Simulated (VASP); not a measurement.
Consider the following.

```
CELL_PARAMETERS angstrom
      5.73080     0.00000     0.00000
      0.00000     5.73080     0.00000
      0.00000     0.00000     5.73080
ATOMIC_POSITIONS crystal
  Cs 0.00000 0.00000 0.00000
  Pb 0.50000 0.50000 0.50000
  Cl 0.50000 0.00000 0.50000
  Cl 0.00000 0.50000 0.50000
  Cl 0.50000 0.50000 0.00000
```

Level of theory: PBE GGA, VASP's PBE PAW potentials (set 64) (plane waves; VASP). Run with 400 eV cut-off, Gaussian smearing of 0.050 eV, potentials Cs_sv Pb_d Cl.

Unless said otherwise, spin-orbit coupling is left out, though it shifts the bands of the heavy elements here.

Q: Predict the band gap (along the path) with the smallest direct gap where there is one.

A: 
```yaml
band gap (along the path): 2.21 eV
smallest direct gap (along the path): 2.21 eV
```

The compound is CsPbCl3 in the cubic perovskite structure, the ideal cubic form; the compound distorts at low or room temperature. It was relaxed first, which changed the volume by +7 %.
